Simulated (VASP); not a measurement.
Calculation: revPBE GGA, VASP's PBE PAW potentials (set 64) (plane waves; VASP 6.6.1).

A VASP calculation is set up with these files.

**KPOINTS**
```
Automatic
0
G
9 9 9
```

INCAR:
```
SYSTEM  =  ZnSe
PREC  =  Accurate; ENCUT  =  520; LREAL  =  .False.
LASPH  =  .True.
EDIFF  =  1E-7; NELM  =  100; ALGO  =  Normal
LMAXMIX  =  4
ISMEAR  =  -5
GGA  =  RE
ISIF  =  2
LWAVE  =  .False.; LCHARG  =  .True.; LORBIT  =  11
NEDOS  =  601
```

**POSCAR**
```
ZnSe
1
    0.0000000000     2.8960658378     2.8960658378
    2.8960658378     0.0000000000     2.8960658378
    2.8960658378     2.8960658378     0.0000000000
Zn Se
1 1
Direct
  0.0000000000   0.0000000000   0.0000000000
  0.2500000000   0.2500000000   0.2500000000
```

POTCAR, in this order: Zn Se (PBE.64 set). Program: vasp_std.

The resulting files:

File OUTCAR:
```
 ion  position               nearest neighbor table
   1  0.000  0.000  0.000-   2 2.51   2 2.51   2 2.51   2 2.51
   2  0.250  0.250  0.250-   1 2.51   1 2.51   1 2.51   1 2.51
  LATTYP: Found a face centered cubic cell.
 ALAT       =     5.7921316756
 Subroutine PRICEL returns:
 Original cell was already a primitive cell.
 Subroutine GETGRP returns: Found 24 space group operations
The static configuration has the point symmetry T_d .
The dynamic configuration has the point symmetry T_d .
 Subroutine INISYM returns: Found 24 space group operations
 Subroutine IBZKPT returns following result:
 Found     35 irreducible k-points:

 Following reciprocal coordinates:
            Coordinates               Weight
  0.000000  0.000000  0.000000      1.000000
  0.111111  0.000000  0.000000      8.000000
  0.222222  0.000000  0.000000      8.000000
  0.333333  0.000000  0.000000      8.000000
  0.444444  0.000000  0.000000      8.000000
  0.111111  0.111111  0.000000      6.000000
  0.222222  0.111111  0.000000     24.000000
  0.333333  0.111111  0.000000     24.000000
  0.444444  0.111111  0.000000     24.000000
 -0.444444  0.111111  0.000000     24.000000
 -0.333333  0.111111  0.000000     24.000000
 -0.222222  0.111111  0.000000     24.000000
 -0.111111  0.111111  0.000000     12.000000
  0.222222  0.222222  0.000000      6.000000
  0.333333  0.222222  0.000000     24.000000
  0.444444  0.222222  0.000000     24.000000
 -0.444444  0.222222  0.000000     24.000000
 -0.333333  0.222222  0.000000     24.000000
 -0.222222  0.222222  0.000000     12.000000
  0.333333  0.333333  0.000000      6.000000
  0.444444  0.333333  0.000000     24.000000
 -0.444444  0.333333  0.000000     24.000000
 -0.333333  0.333333  0.000000     12.000000
  0.444444  0.444444  0.000000      6.000000
...
```

File OSZICAR:
```
       N       E                     dE             d eps       ncg     rms          rms(c)
DAV:   1     0.863268347989E+02    0.86327E+02   -0.88766E+03   910   0.151E+03
DAV:   2     0.180269614175E-01   -0.86309E+02   -0.83211E+02   965   0.270E+02
DAV:   3    -0.569121442831E+01   -0.57092E+01   -0.56808E+01  1100   0.692E+01
DAV:   4    -0.574977505460E+01   -0.58561E-01   -0.58547E-01  1030   0.750E+00
DAV:   5    -0.575011113754E+01   -0.33608E-03   -0.33608E-03  1040   0.539E-01    0.454E+00
DAV:   6    -0.548499059131E+01    0.26512E+00   -0.64550E-01  1334   0.263E+01    0.344E+00
DAV:   7    -0.547097410183E+01    0.14016E-01   -0.17991E-01  1005   0.413E+00    0.144E+00
DAV:   8    -0.547318662175E+01   -0.22125E-02   -0.52229E-03  1025   0.654E-01    0.446E-01
DAV:   9    -0.547411851245E+01   -0.93189E-03   -0.14911E-03   993   0.316E-01    0.760E-02
DAV:  10    -0.547432049900E+01   -0.20199E-03   -0.22944E-04  1045   0.139E-01    0.165E-02
DAV:  11    -0.547436717343E+01   -0.46674E-04   -0.78201E-05   980   0.809E-02    0.734E-03
DAV:  12    -0.547437191861E+01   -0.47452E-05   -0.91343E-06  1050   0.312E-02    0.560E-03
DAV:  13    -0.547437250347E+01   -0.58486E-06   -0.21840E-06   975   0.147E-02    0.120E-03
DAV:  14    -0.547437261111E+01   -0.10764E-06   -0.11492E-07   932   0.458E-03    0.438E-04
DAV:  15    -0.547437265785E+01   -0.46737E-07   -0.23839E-08   665   0.215E-03
   1 F= -.54743727E+01 E0= -.54743727E+01  d E =0.000000E+00
```

### OUTCAR
```
------------------------ aborting loop because EDIFF is reached ----------------------------------------
  FORCE on cell =-STRESS in cart. coord.  units (eV):
  Direction    XX          YY          ZZ          XY          YZ          ZX
  --------------------------------------------------------------------------------------
  Total        0.0102340      0.0102340      0.0102340     -0.0000000      0.0000000      0.0000000
  in kB        0.3375197      0.3375197      0.3375197     -0.0000000      0.0000000      0.0000000
  external PRESSURE =       0.3375197 kB  Pullay stress =       0.0000000 kB
  volume of cell :       48.58
      direct lattice vectors                 reciprocal lattice vectors
     0.000000000  2.896065838  2.896065838    -0.172648009  0.172648009  0.172648009
     2.896065838  0.000000000  2.896065838     0.172648009 -0.172648009  0.172648009
     2.896065838  2.896065838  0.000000000     0.172648009  0.172648009 -0.172648009
  FREE ENERGIE OF THE ION-ELECTRON SYSTEM (eV)
  ---------------------------------------------------
  free  energy   TOTEN  =        -5.4743726578 eV

  energy  without entropy=       -5.4743726578  energy(sigma->0) =       -5.47437266

 total charge

# of ion       s       p       d       tot
------------------------------------------
    1        0.515   0.396   9.780  10.691
    2        1.437   2.405   0.025   3.867
--------------------------------------------------
tot          1.952   2.801   9.805  14.557
```
(Selected blocks of OUTCAR.)

The compound is ZnSe in the zinc blende structure. It was relaxed first, which changed the volume by +7 %.
